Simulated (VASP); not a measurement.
Output of a VASP run:

File OSZICAR:
```
       N       E                     dE             d eps       ncg     rms          rms(c)
DAV:   1     0.451385722619E+03    0.45139E+03   -0.24867E+04  1120   0.132E+03
DAV:   2    -0.159669415250E+02   -0.46735E+03   -0.45669E+03  1208   0.373E+02
DAV:   3    -0.445765064127E+02   -0.28610E+02   -0.28455E+02  1244   0.864E+01
DAV:   4    -0.452785821287E+02   -0.70208E+00   -0.69990E+00  1234   0.139E+01
DAV:   5    -0.452967236318E+02   -0.18142E-01   -0.18135E-01  1278   0.215E+00    0.285E+01
DAV:   6    -0.436767914957E+02    0.16199E+01   -0.11902E+01  1146   0.187E+01    0.101E+01
DAV:   7    -0.434181172885E+02    0.25867E+00   -0.46617E+00  1172   0.899E+00    0.553E+00
DAV:   8    -0.432544598518E+02    0.16366E+00   -0.68841E-01  1333   0.466E+00    0.107E+00
DAV:   9    -0.432565787249E+02   -0.21189E-02   -0.62992E-02  1274   0.124E+00    0.751E-01
DAV:  10    -0.432558982270E+02    0.68050E-03   -0.18066E-02  1324   0.856E-01    0.178E-01
DAV:  11    -0.432558263365E+02    0.71891E-04   -0.24795E-03  1241   0.308E-01    0.139E-01
DAV:  12    -0.432558462538E+02   -0.19917E-04   -0.12436E-04  1256   0.573E-02    0.849E-02
DAV:  13    -0.432558732742E+02   -0.27020E-04   -0.13458E-04  1314   0.621E-02    0.828E-03
DAV:  14    -0.432558774341E+02   -0.41599E-05   -0.75538E-06  1088   0.168E-02    0.545E-03
DAV:  15    -0.432558780317E+02   -0.59756E-06   -0.66420E-07   821   0.481E-03
   1 F= -.43255878E+02 E0= -.43255878E+02  d E =-.432559E+02
```

File OUTCAR:
```
------------------------ aborting loop because EDIFF is reached ----------------------------------------
  FORCE on cell =-STRESS in cart. coord.  units (eV):
  Direction    XX          YY          ZZ          XY          YZ          ZX
  --------------------------------------------------------------------------------------
  Total       -0.0658522     -0.0658522      0.0539458      0.0000000     -0.0000000      0.0000000
  in kB       -0.7472065     -0.7472063      0.6121082      0.0000000     -0.0000000      0.0000000
  external PRESSURE =      -0.2941016 kB  Pullay stress =       0.0000000 kB
  volume of cell :      141.20
      direct lattice vectors                 reciprocal lattice vectors
     1.661963877 -2.878605539  0.000000000     0.300848897 -0.173695212  0.000000000
     1.661963877  2.878605539  0.000000000     0.300848897  0.173695212  0.000000000
     0.000000000  0.000000000 14.757291654     0.000000000  0.000000000  0.067763112
 POSITION                                       TOTAL-FORCE (eV/Angst)
 -----------------------------------------------------------------------------------
      1.66196      0.95954      3.68932         0.000000      0.000000      0.000000
      1.66196     -0.95954     11.06797         0.000000     -0.000000      0.000000
      1.66196      0.95954     12.74724        -0.000000     -0.000000      0.002750
      1.66196     -0.95954      5.36859        -0.000000      0.000000      0.002750
      1.66196     -0.95954      2.01005        -0.000000     -0.000000     -0.002750
      1.66196      0.95954      9.38870        -0.000000     -0.000000     -0.002750
 -----------------------------------------------------------------------------------
    total drift:                               -0.000148      0.001118     -0.000034
  FREE ENERGIE OF THE ION-ELECTRON SYSTEM (eV)
  ---------------------------------------------------
  free  energy   TOTEN  =       -43.2558780317 eV

  energy  without entropy=      -43.2558780317  energy(sigma->0) =      -43.25587803

 reached required accuracy - stopping structural energy minimisation
```
(Selected blocks of OUTCAR.)

**POSCAR**
```
WSe2
1
    1.6619638773    -2.8786055388    -0.0000000000
    1.6619638773     2.8786055388    -0.0000000000
   -0.0000000000    -0.0000000000    14.7572916539
W Se
2 4
Direct
  0.3333330000   0.6666670000   0.2500000000
  0.6666670000   0.3333330000   0.7500000000
  0.3333330000   0.6666670000   0.8637925979
  0.6666670000   0.3333330000   0.3637925979
  0.6666670000   0.3333330000   0.1362074021
  0.3333330000   0.6666670000   0.6362074021
```

### Question
Write an INCAR and KPOINTS that could have produced this output.

### Answer
One answer among several that fit: the input of the run itself, PBE GGA, plane waves, VASP's PBE PAW potentials (set 64).

### KPOINTS
```
kpoints
0
G
 7 7 2
```

### INCAR
```
NSW=60   ! most ionic steps
ISIF=3   ! ions, shape and volume
NELM=100   ! most electronic steps
ISMEAR=0   ! Gaussian
EDIFF=1E-6   ! SCF stop (eV)
IBRION=2   ! conjugate gradients
LMAXMIX=6   ! l cut-off of mixed one-centre charges
LASPH=.TRUE.   ! aspherical one-centre terms
ALGO=Normal   ! blocked Davidson
EDIFFG=-0.02
SIGMA=0.05   ! width (eV)
SYSTEM=WSe2
LWAVE=.FALSE.
PREC=Accurate
ENCUT=400
LREAL=.FALSE.   ! projection in real space or not
LCHARG=.FALSE.
GGA=PE   ! PBE
```

POTCAR, in this order: W_sv Se (PBE.64 set). Program: vasp_std.

Without a dispersion term in the relaxation, distances and binding between the weakly bound layers, chains or molecules are unreliable, and so is what depends on them.

The compound is WSe2 in the 2H layered structure. It was relaxed first, which changed the volume by +17 %. The start is the result of an earlier pass.
